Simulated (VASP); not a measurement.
Given:

```yaml
crystal:
  lattice:
    - [0.00000, 2.95637, 2.95637]
    - [2.95637, 0.00000, 2.95637]
    - [2.95637, 2.95637, 0.00000]
  atoms:
    - { symbol: Rb, position: [0.50000, 0.50000, 0.50000] }
    - { symbol: H, position: [0.00000, 0.00000, 0.00000] }
```

Calculation: PBEsol GGA, VASP's PBE PAW potentials (set 64) (plane waves; VASP). Numerical set-up: 400 eV cut-off, 9×9×9 Γ-centred mesh, tetrahedra with Blöchl corrections, potentials Rb_sv H.

Question: Predict the energy per atom (σ→0).

Answer: 
The energy per atom (σ→0) is -2.325 eV/atom.

The absolute energy has meaning only against runs of the same code, potentials and settings.

The structure comes from a computed database's RbH entry (Fm-3m); how it stands against other phases isn't given here. It was relaxed first.
